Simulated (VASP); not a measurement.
An input for Ansatz (written as the equivalent of a VASP run, and not itself run):

Ansatz 0.2 input:
```yaml
crystal:
  lattice:
    - [0.0000000, 2.7372638, 2.7372638]
    - [2.7372638, 0.0000000, 2.7372638]
    - [2.7372638, 2.7372638, 0.0000000]
  atoms:
    - { symbol: Hg, position: [0.0000000, 0.0000000, 0.0000000] }
    - { symbol: S, position: [0.2500000, 0.2500000, 0.2500000] }
kpoints:
  mp_grid: { grid: [12, 12, 12] }
hamiltonian:
  xc: lda
  pseudopotentials: { kind: paw }
scf:
  occupations: { method: methfessel_paxton, width: 0.1 }
  max_iter: 100
relax:
  max_steps: 40
  f_tol: 0.02
  cell: { p_target: 30 }
output: { forces: true, stress: true, eigenvalues: true }
```

Write the VASP files for the same calculation (LDA).

Several could match; the one computed here: 
### KPOINTS
```
kpoints
0
G
12 12 12
0 0 0
```

### POSCAR
```
HgS
1
    0.0000000000     2.7372638443     2.7372638443
    2.7372638443     0.0000000000     2.7372638443
    2.7372638443     2.7372638443     0.0000000000
Hg S
1 1
Direct
  0.0000000000   0.0000000000   0.0000000000
  0.2500000000   0.2500000000   0.2500000000
```

INCAR:
```
ALGO = Normal
EDIFF = 1E-6
EDIFFG = -0.02
ENCUT = 500
IBRION = 2
ISIF = 3
ISMEAR = 1
LASPH = T
LCHARG = F
LMAXMIX = 6
LREAL = F
LWAVE = F
NELM = 100
NSW = 40
PREC = Accurate
PSTRESS = 300
SIGMA = 0.1
SYSTEM = HgS
```

POTCAR, in this order: Hg S (LDA.64 set). Program: vasp_std.

What does not carry over: each code has its own PAW files, so the cut-off isn't converted (ENCUT is set for VASP's; basis.ecutwfc is left out, and Ansatz then takes the one that its files recommend); Ansatz stops its SCF on the density residual and VASP on the energy change (EDIFF); Ansatz's lda is the Perdew-Wang form, while the LDA potentials of VASP carry Perdew-Zunger's.

The compound is HgS in the zinc blende structure, metacinnabar; cinnabar is the stable form. This run relaxes it under an external pressure of 30 GPa. Symmetry was kept, so distortions that lower it aren't found.
